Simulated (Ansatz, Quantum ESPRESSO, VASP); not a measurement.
FeAs2 (P1, 6 atoms in the cell) computed with different codes at matched settings

Self-consistent single point.

```xyz
6
Lattice="5.2461 0.0000 0.0000 0.0000 5.9602 0.0000 0.0000 0.0000 2.8739" Properties=species:S:1:pos:R:3 pbc="T T T"
Fe     0.0251    -0.0286     0.0082
Fe     2.5391     2.9786     1.4290
As     0.9771     2.1625    -0.0473
As     4.3377     3.8138     0.0118
As     3.5380     0.8720     1.4178
As     1.6981     5.1023     1.4913
```

Shared settings, as Ansatz (a quantum-chemistry and plane-wave program) writes them: kpoints.mp_grid.grid = 3 3 5; magnetization.spin_orbit = true; scf.occupations.method = fermi_dirac; scf.occupations.width = 0.01 eV. Potentials and cutoffs stand in the table.

| code | model | pressure (GPa) | largest force (eV/Å) | gap on the mesh (eV) | cutoff |
|---|---|---|---|---|---|
| Quantum ESPRESSO | LDA (PZ), spin-orbit coupling, PSlibrary fully relativistic ultrasoft (LDA) pseudopotentials | -4.85 | 1.777 | 0.369 | 55 Ry |
| VASP | LDA (PZ), spin-orbit coupling, VASP's LDA PAW potentials (set 64) | -5.39 | 1.715 | 0.325 | 300 eV |
| Ansatz | LDA (PW92) with spin-orbit coupling, default PAW files made with PBE | -6.04 | 1.689 | – | 420 eV |

Size of the force on each atom (eV/Å): Sizes of forces hide their directions.

| code | Fe1 | Fe2 | As3 | As4 | As5 | As6 |
|---|---|---|---|---|---|---|
| Quantum ESPRESSO | 0.830 | 1.777 | 1.185 | 0.545 | 0.903 | 0.681 |
| VASP | 0.798 | 1.715 | 1.129 | 0.543 | 0.873 | 0.653 |
| Ansatz | 0.787 | 1.689 | 1.095 | 0.530 | 0.884 | 0.672 |

A dash marks a value that a program does not give, or that is left out as unsure.

No gap is tabulated for Ansatz: it is not read from that output, or partly filled or unconverged empty levels leave it unsure.

Gaps are read on the mesh.

The spread over the programs that give each value: pressure within 1.19 GPa; largest force within 0.088 eV/Å; gap on the mesh within 0.044 eV.

Ansatz's pressure is given at a fixed set of plane waves, as the other plane-wave codes print theirs; with its correction for the finite basis it is -5.96 GPa. The same LDA comes in different parametrisations, which differ slightly.

The shared mesh is coarse (it stands for a supercell whose shortest vector is 14 Å), so the values are not converged in it.

VASP's run is marked for a possible Pulay error in its stress at this cutoff; no cutoff test was made.

The starting cell comes from a database of computed structures (which also holds hypothetical and non-ambient phases and stackings), without a prior relaxation at this level. Its atoms were displaced at random from the sites of space group no. 58.

Keys are those of Ansatz 0.2.
